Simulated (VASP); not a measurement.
These are PBEsol GGA, VASP's PBE PAW potentials (set 64) (plane waves; VASP) values and carry that method's errors.

VASP input:

### INCAR
```
SYSTEM = Sn
PREC = Accurate
ENCUT = 400
EDIFF = 1E-6
NELM = 100
ALGO = Normal
LREAL = .FALSE.
LASPH = .TRUE.
ISMEAR = 1
SIGMA = 0.1
GGA = PS
LMAXMIX = 4
LWAVE = .FALSE.
LCHARG = .FALSE.
IBRION = 2
ISIF = 3
NSW = 60
EDIFFG = -0.01
```

### KPOINTS
```
Automatic mesh
0
Gamma
13 13 13
0 0 0
```

POSCAR:
```
Sn
1.0
 -1.8411974034   1.8411974034   1.9121548210
  1.8411974034  -1.8411974034   1.9121548210
  1.8411974034   1.8411974034  -1.9121548210
Sn
1
Cartesian
  0.0000000000   0.0000000000   0.0000000000
```

POTCAR, in this order: Sn_d (PBE.64 set). Program: vasp_std.

Q: What will the output report for the number of irreducible k-points (NKPTS), number of bands (NBANDS), largest plane-wave count, number of space-group operations, FFT grid (NGX, NGY, NGZ)?

A: 
```yaml
number of irreducible k-points (NKPTS): 196
number of bands (NBANDS): 11
largest_plane_wave_count: 481
number_of_space_group_operations: 16
FFT grid (NGX, NGY, NGZ): 24 × 24 × 24
```

The structure comes from a measured Sn entry (I4/mmm) of the Crystallography Open Database, whose conditions weren't checked. This run relaxes it. Symmetry was kept, so distortions that lower it aren't found. The start is the result of an earlier pass.
